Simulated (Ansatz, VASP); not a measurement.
## ZnO (zincite): VASP beside Ansatz

Wanted: the spread between two codes on one cell, functional and k mesh. The cell is taken from a series of runs on this material, whose earlier steps may have relaxed, scaled, displaced or heated it; both programs get it as it stands.

Main program and level: Ansatz 0.2.0; plane waves, with VASP 6.6.1 beside it; zone-centre phonons at LDA.

## Step 1: Starting point

The structure is hexagonal, space group P6_3mc (No. 186). The conventional cell has a = 3.121 Å, b = 3.121 Å, c = 5.051 Å, α = 90.00°, β = 90.00°, γ = 120.00°. Nearest to O lie 4 Zn at 1.90 to 1.91 Å. Zn has 4 O at 1.90 to 1.91 Å nearest. Farther neighbours and most contacts between anions are not listed.

## Step 2: VASP: zone-centre phonons, LDA

Second derivatives magnify differences that forces hide, and they need a tight electronic threshold.

Lines of VASP's logs that name or quote its potential files are left out, and so is its time.

Contents of INCAR:

```
SYSTEM = ZnO
PREC = Accurate
ENCUT = 600
EDIFF = 1E-08
NELM = 120
ISMEAR = 0
SIGMA = 0.01
LREAL = .FALSE.
ALGO = Normal
GGA = CA
NBANDS = 24
LORBIT = 11
LWAVE = .FALSE.
LCHARG = .FALSE.
ISIF = 2
IBRION = 8
LEPSILON = .TRUE.
LASPH = .TRUE.
GGA_COMPAT = .FALSE.
EFERMI = MIDGAP
KPAR = 2
```

Contents of POSCAR:

```
ZnO
1.0
    3.1213380695      0.0000000000      0.0000000000
   -1.5606690348      2.7031580620      0.0000000000
    0.0000000000      0.0000000000      5.0506131379
O Zn
2 2
Direct
    0.6666666667      0.3333333333      0.3785218494
    0.3333333333      0.6666666667      0.8785218494
    0.3333333333      0.6666666667      0.5004881506
    0.6666666667      0.3333333333      0.0004881506
```

Contents of KPOINTS:

```
Automatic mesh
0
Gamma
15 15 10
0 0 0
```

The projector-augmented-wave data sets are O and Zn (LDA family, release 64).

Run with:

```console
mpirun -np 2 vasp_std
```

Numbers of over 12 decimals in the logs are rounded to 6 here.

Output:

```text
[banner, memory and clock lines left out]
running    2 mpi-ranks, on    1 nodes
 distrk:  each k-point on    1 cores,    2 groups
 distr:  one band on    1 cores,    1 groups

 POSCAR found type information on POSCAR O Zn
 POSCAR found :  2 types and       4 ions
 LDA part: xc-table for (Slater(with rela. corr.)+CA(PZ))
 , standard interpolation
 POSCAR, INCAR and KPOINTS ok, starting setup
 FFT: planning ... GRIDC
 FFT: planning ... GRID_SOFT
 FFT: planning ... GRID
 WAVECAR not read
 entering main loop
       N       E                     dE             d eps       ncg     rms          rms(c)
DAV:   1     0.299115090304E+03    0.29912E+03   -0.20384E+04  7952   0.250E+03
DAV:   2     0.449841614542E+01   -0.29462E+03   -0.27938E+03  8368   0.461E+02
DAV:   3    -0.237341142820E+02   -0.28233E+02   -0.28013E+02  9040   0.148E+02
DAV:   4    -0.241760203031E+02   -0.44191E+00   -0.44165E+00  8832   0.191E+01
DAV:   5    -0.241787175297E+02   -0.26972E-02   -0.26972E-02  9064   0.144E+00    0.174E+01
DAV:   6    -0.209560088408E+02    0.32227E+01   -0.80131E+00 13144   0.646E+01    0.113E+01
DAV:   7    -0.211026808434E+02   -0.14667E+00   -0.25719E+00  7816   0.174E+01    0.645E+00
DAV:   8    -0.210898207163E+02    0.12860E-01   -0.58932E-01 10976   0.736E+00    0.164E+00
DAV:   9    -0.210404375312E+02    0.49383E-01   -0.11924E-01 12200   0.687E+00    0.306E-01
DAV:  10    -0.210429827673E+02   -0.25452E-02   -0.39212E-02  7792   0.142E+00    0.119E-01
DAV:  11    -0.210428102749E+02    0.17249E-03   -0.83267E-04 11976   0.379E-01    0.221E-02
DAV:  12    -0.210428245085E+02   -0.14234E-04   -0.60872E-05 11336   0.148E-01    0.176E-02
DAV:  13    -0.210428215302E+02    0.29783E-05   -0.71218E-06 11912   0.552E-02    0.590E-03
DAV:  14    -0.210428214753E+02    0.54890E-07   -0.24369E-06  8096   0.134E-02    0.275E-03
DAV:  15    -0.210428213623E+02    0.11301E-06   -0.40046E-07  9656   0.550E-03    0.394E-04
DAV:  16    -0.210428213582E+02    0.41400E-08   -0.12264E-08  5144   0.118E-03
   1 F= -.21042821E+02 E0= -.21042821E+02  d E =0.000000E+00
 Linear response reoptimize wavefunctions to high precision
DAV:   1    -0.210428213589E+02   -0.68940E-09   -0.68923E-09  6800   0.976E-04
DAV:   2    -0.210428213589E+02   -0.21828E-10   -0.31254E-10  4136   0.131E-04
 Linear response G [H, r] |phi>, progress :
  Direction:   1
       N       E                     dE             d eps       ncg     rms
 LRF_COMMUTATOR internal error: the vector H(1)-e(1) S(1) |phi(0)> is not orthog
 onal to |phi(0)> (-1.034308066819450E-004,3.643266244246490E-014)
RMM:   1    -0.885398496670E+02   -0.88540E+02    0.42360E+02 16099   0.120E+02
 LRF_COMMUTATOR internal error: the vector H(1)-e(1) S(1) |phi(0)> is not orthog
 onal to |phi(0)> (-1.199123895070844E-004,1.880093303263664E-014)
 LRF_COMMUTATOR internal error: the vector H(1)-e(1) S(1) |phi(0)> is not orthog
 onal to |phi(0)> (-1.043689211829152E-004,5.407480019314903E-014)
 LRF_COMMUTATOR internal error: the vector H(1)-e(1) S(1) |phi(0)> is not orthog
 onal to |phi(0)> (1.043688755221852E-004,-1.184104897467009E-013)
 LRF_COMMUTATOR internal error: the vector H(1)-e(1) S(1) |phi(0)> is not orthog
 onal to |phi(0)> (-1.002785294910297E-004,1.528117909987969E-013)
 LRF_COMMUTATOR internal error: the vector H(1)-e(1) S(1) |phi(0)> is not orthog
 onal to |phi(0)> (1.002785297816514E-004,2.056341208422907E-014)
RMM:   2    -0.927036642871E+02   -0.41638E+01   -0.11870E+01 11085   0.397E+01
 LRF_COMMUTATOR internal error: the vector H(1)-e(1) S(1) |phi(0)> is not orthog
 onal to |phi(0)> (-1.199123895034978E-004,2.303712776097200E-014)
 LRF_COMMUTATOR internal error: the vector H(1)-e(1) S(1) |phi(0)> is not orthog
 onal to |phi(0)> (-1.043689212072915E-004,8.631984016460592E-014)
 LRF_COMMUTATOR internal error: the vector H(1)-e(1) S(1) |phi(0)> is not orthog
 onal to |phi(0)> (1.043688755584479E-004,-1.027355284177744E-013)
 LRF_COMMUTATOR internal error: the vector H(1)-e(1) S(1) |phi(0)> is not orthog
 onal to |phi(0)> (-1.002785294836883E-004,1.504438934540886E-013)
 LRF_COMMUTATOR internal error: the vector H(1)-e(1) S(1) |phi(0)> is not orthog
 onal to |phi(0)> (1.002785297830409E-004,1.623094020297700E-014)
RMM:   3    -0.932039578261E+02   -0.50029E+00   -0.11569E+00 13763   0.835E+00
RMM:   4    -0.932079349741E+02   -0.39771E-02   -0.24336E-02 12995   0.123E+00
RMM:   5    -0.932079259146E+02    0.90595E-05   -0.30496E-03 14088   0.290E-01
RMM:   6    -0.932079459882E+02   -0.20074E-04   -0.17978E-03 13451   0.540E-02
RMM:   7    -0.932077968697E+02    0.14912E-03   -0.23766E-04 14133   0.140E-02
RMM:   8    -0.932077843763E+02    0.12493E-04   -0.10803E-04 13593   0.366E-03
RMM:   9    -0.932077753941E+02    0.89822E-05    0.77841E-05 11665   0.131E-03
RMM:  10    -0.932077749246E+02    0.46945E-06    0.30510E-05  8981   0.695E-04
RMM:  11    -0.932077745424E+02    0.38223E-06    0.21657E-05  7749   0.544E-04
[...]
Direction:   1
       N       E                     dE             d eps       ncg     rms          rms(c)
RMM:   1    -0.411668882251E+00   -0.41167E+00   -0.15364E+00 36682   0.507E+00
RMM:   2    -0.468741536053E+00   -0.57073E-01   -0.13625E-02 47573   0.124E+00    0.101E+00
RMM:   3    -0.461091513445E+00    0.76500E-02   -0.60206E-03 46657   0.530E-01    0.570E-01
[...]
RMM:   9    -0.472748017089E+00   -0.12025E-06    0.18592E-08 13484   0.490E-04    0.112E-04
RMM:  10    -0.472748457185E+00   -0.44010E-06   -0.31110E-10 11216   0.157E-04    0.194E-05
RMM:  11    -0.472748322190E+00    0.13500E-06    0.12371E-10  5963   0.462E-05    0.760E-06
 change of polarisation eV/A/(eV/A) component  3 :    -0.112    -0.089     0.911
 dielectric tensor                  component  3 :    -0.474    -0.376     4.869
 Linear response DOF=           4
 Linear response progress:
  Degree of freedom:   1/  4
       N       E                     dE             d eps       ncg     rms          rms(c)
RMM:   1    -0.360517413732E+00   -0.36052E+00    0.57976E-01120679   0.438E+00
RMM:   2    -0.350577983820E+00    0.99394E-02   -0.11600E-02 76863   0.120E+00    0.273E-01
RMM:   3    -0.351901730565E+00   -0.13237E-02   -0.11221E-03 90702   0.265E-01    0.151E-01
RMM:   4    -0.353356250742E+00   -0.14545E-02   -0.34253E-04 78559   0.118E-01    0.197E-02
RMM:   5    -0.353367432731E+00   -0.11182E-04   -0.16041E-05 94895   0.285E-02    0.408E-03
RMM:   6    -0.353266786391E+00    0.10065E-03   -0.12767E-06 79508   0.796E-03    0.100E-03
RMM:   7    -0.353267592549E+00   -0.80616E-06   -0.14158E-07 96534   0.215E-03    0.342E-04
RMM:   8    -0.353264968852E+00    0.26237E-05    0.15294E-08 94499   0.427E-04    0.668E-05
RMM:   9    -0.353263853703E+00    0.11151E-05    0.50145E-09 86943   0.113E-04    0.203E-05
RMM:  10    -0.353264233256E+00   -0.37955E-06    0.44613E-09 85524   0.553E-05    0.466E-06
RMM:  11    -0.353264324826E+00   -0.91569E-07    0.27056E-09 95790   0.236E-05    0.239E-06
RMM:  12    -0.353264308861E+00    0.15964E-07    0.43957E-10 82010   0.121E-05    0.523E-07
RMM:  13    -0.353264305643E+00    0.32182E-08    0.41042E-09 50347   0.950E-06    0.199E-07
 first order change of Fermi-energy  -0.10103E+00
 force on displaced ion       1 direction 1 : -11.617  -0.000   0.000
 Born effective charge ion    1 direction 1 :  -2.036  -0.000   0.000
 Linear response progress:
  Degree of freedom:   2/  4
       N       E                     dE             d eps       ncg     rms          rms(c)
RMM:   1    -0.381254038127E+00   -0.38125E+00    0.58783E-01 25445   0.431E+00
RMM:   2    -0.370504625806E+00    0.10749E-01   -0.11666E-02 16024   0.120E+00    0.396E-01
RMM:   3    -0.371595518890E+00   -0.10909E-02   -0.15610E-03 17602   0.305E-01    0.200E-01
RMM:   4    -0.372794953504E+00   -0.11994E-02   -0.44096E-04 16423   0.142E-01    0.483E-02
RMM:   5    -0.372955889476E+00   -0.16094E-03   -0.29367E-05 19710   0.360E-02    0.115E-02
RMM:   6    -0.372812686433E+00    0.14320E-03   -0.99230E-06 17644   0.205E-02    0.362E-03
RMM:   7    -0.372828617672E+00   -0.15931E-04    0.30448E-07 17635   0.603E-03    0.954E-04
RMM:   8    -0.372839970784E+00   -0.11353E-04   -0.18234E-07 18172   0.255E-03    0.570E-04
RMM:   9    -0.372832297143E+00    0.76736E-05    0.28687E-08 16239   0.859E-04    0.837E-05
RMM:  10    -0.372831905793E+00    0.39135E-06    0.13333E-08 20349   0.225E-04    0.466E-05
RMM:  11    -0.372832024090E+00   -0.11830E-06    0.65184E-09 17508   0.799E-05    0.149E-05
RMM:  12    -0.372831969349E+00    0.54741E-07   -0.81844E-09 20219   0.287E-05    0.578E-06
RMM:  13    -0.372832019244E+00   -0.49895E-07    0.29556E-10 18576   0.155E-05    0.160E-06
RMM:  14    -0.372832032781E+00   -0.13537E-07   -0.30567E-10 17484   0.987E-06    0.365E-07
RMM:  15    -0.372832033186E+00   -0.40496E-09   -0.20185E-09 10631   0.785E-06    0.182E-07
 first order change of Fermi-energy   0.18890E+00
 force on displaced ion       1 direction 3 :   0.000  -0.000 -15.629
 Born effective charge ion    1 direction 3 :  -0.000  -0.000  -2.092
 Linear response progress:
  Degree of freedom:   3/  4
       N       E                     dE             d eps       ncg     rms          rms(c)
RMM:   1    -0.210914346412E+00   -0.21091E+00    0.44054E-02100857   0.278E+00
RMM:   2    -0.208585758240E+00    0.23286E-02   -0.41893E-03 79571   0.667E-01    0.254E-01
RMM:   3    -0.208408720713E+00    0.17704E-03   -0.21117E-04 93929   0.111E-01    0.151E-01
RMM:   4    -0.208055183991E+00    0.35354E-03   -0.12591E-05 87488   0.352E-02    0.375E-03
RMM:   5    -0.208046708822E+00    0.84752E-05   -0.11556E-06 97776   0.746E-03    0.138E-03
RMM:   6    -0.208046847876E+00   -0.13905E-06   -0.13497E-07 89960   0.226E-03    0.257E-04
RMM:   7    -0.208046806392E+00    0.41483E-07    0.62113E-08 98732   0.470E-04    0.137E-04
RMM:   8    -0.208046457346E+00    0.34905E-06    0.49051E-08 97042   0.190E-04    0.327E-05
RMM:   9    -0.208046487747E+00   -0.30401E-07    0.48905E-08 98046   0.589E-05    0.932E-06
RMM:  10    -0.208046449429E+00    0.38318E-07    0.24388E-08 94599   0.180E-05    0.185E-06
RMM:  11    -0.208046446408E+00    0.30208E-08    0.22464E-09 82277   0.930E-06    0.325E-07
 first order change of Fermi-energy   0.14801E+00
 force on displaced ion       3 direction 1 : -10.990   0.001  -0.000
 Born effective charge ion    3 direction 1 :   2.036  -0.000  -0.000
 Linear response progress:
  Degree of freedom:   4/  4
       N       E                     dE             d eps       ncg     rms          rms(c)
RMM:   1    -0.223790883150E+00   -0.22379E+00    0.44257E-02 21315   0.286E+00
RMM:   2    -0.218597886083E+00    0.51930E-02   -0.47800E-03 16654   0.754E-01    0.247E-01
RMM:   3    -0.218296697696E+00    0.30119E-03   -0.42452E-04 18958   0.143E-01    0.149E-01
RMM:   4    -0.217835309504E+00    0.46139E-03   -0.27680E-04 19667   0.995E-02    0.252E-02
RMM:   5    -0.217789790202E+00    0.45519E-04    0.14755E-05 19154   0.198E-02    0.562E-03
RMM:   6    -0.217800297726E+00   -0.10508E-04    0.29277E-06 20864   0.677E-03    0.246E-03
RMM:   7    -0.217803906362E+00   -0.36086E-05    0.30077E-06 18485   0.283E-03    0.806E-04
RMM:   8    -0.217804720887E+00   -0.81452E-06   -0.90853E-07 20599   0.992E-04    0.208E-04
RMM:   9    -0.217804545753E+00    0.17513E-06   -0.27744E-07 20316   0.305E-04    0.637E-05
RMM:  10    -0.217804608357E+00   -0.62605E-07    0.74520E-08 19950   0.940E-05    0.148E-05
RMM:  11    -0.217804623334E+00   -0.14976E-07   -0.44742E-08 19576   0.398E-05    0.318E-06
RMM:  12    -0.217804619244E+00    0.40901E-08   -0.12830E-08 20441   0.133E-05    0.131E-06
 first order change of Fermi-energy  -0.18906E+00
 force on displaced ion       3 direction 3 :   0.000  -0.000 -15.491
 Born effective charge ion    3 direction 3 :   0.000  -0.000   2.092
 Born effective charges drift removed
 Linear response finished
```

[end of part 1 of 3]

[Lines on the potential files, build, host, timing and source positions are cut from VASP's logs without a mark.]

[Logs are printed without paths, hosts, clocks, repeated set-up lines and the standing remarks that a program may print on its own settings, such as how far it seeks lower states.]

[Hosts, paths, dates, database ids (printed as entryN), source tags and the programs' standing remarks are cut or masked in the printed files.]
